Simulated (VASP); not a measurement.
Given:

```
CELL_PARAMETERS angstrom
      0.00000     2.04196     2.04196
      2.04196     0.00000     2.04196
      2.04196     2.04196     0.00000
ATOMIC_POSITIONS crystal
  Au 0.00000 0.00000 0.00000
```

Level of theory: revTPSS meta-GGA, VASP's PBE PAW potentials (set 64) (plane waves; VASP 6.6.1). Numerical set-up: 520 eV cut-off, 17×17×17 Γ-centred mesh, tetrahedra with Blöchl corrections, potentials Au.

Question: Give the energies of bands 1 to 7 at the high-symmetry points, in eV from the Fermi level.

Answer: 
```csv
band,Γ,X,U,L,W
1,-9.93,-7.21,-6.58,-7.40,-6.11
2,-4.78,-6.86,-5.96,-4.83,-5.25
3,-4.78,-2.11,-3.92,-4.83,-5.25
4,-4.78,-1.73,-2.98,-2.06,-3.42
5,-3.27,-1.73,-2.17,-2.06,-1.72
6,-3.27,0.97,3.93,-1.09,4.85
7,14.46,5.87,4.63,3.12,6.28
```

It has no gap at this level: it comes out as a metal or semimetal.

The compound is Au in the fcc structure. It was relaxed first.
